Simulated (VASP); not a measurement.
Consider the following.

```
CELL_PARAMETERS angstrom
      2.59101     1.49592     4.54530
     -2.59101     1.49592     4.54530
      0.00000    -2.99184     4.54530
ATOMIC_POSITIONS crystal
  Li 0.25000 0.25000 0.25000
  Li 0.75000 0.75000 0.75000
  Nb 0.00000 0.00000 0.00000
  Nb 0.50000 0.50000 0.50000
  O  0.13008 0.36992 0.75000
  O  0.75000 0.13008 0.36992
  O  0.36992 0.75000 0.13008
  O  0.86992 0.63008 0.25000
  O  0.25000 0.86992 0.63008
  O  0.63008 0.25000 0.86992
```

Calculation: PBEsol GGA, VASP's PBE PAW potentials (set 64) (plane waves; VASP 6.6.1). Numerical set-up: 520 eV cut-off, Gaussian smearing of 0.050 eV, potentials Li_sv Nb_sv O.

### Question
Predict the band gap (along the path) with the smallest direct gap where there is one.

### Answer

| Property | Value |
|---|---|
| band gap (along the path) | 2.54 eV |
| smallest direct gap (along the path) | 2.65 eV |

The absolute energy has meaning only against runs of the same code, potentials and settings.

The structure comes from a measured LiNbO3 entry (R-3c) of the Crystallography Open Database, whose conditions weren't checked. It was relaxed first, which changed the volume by -5 %.
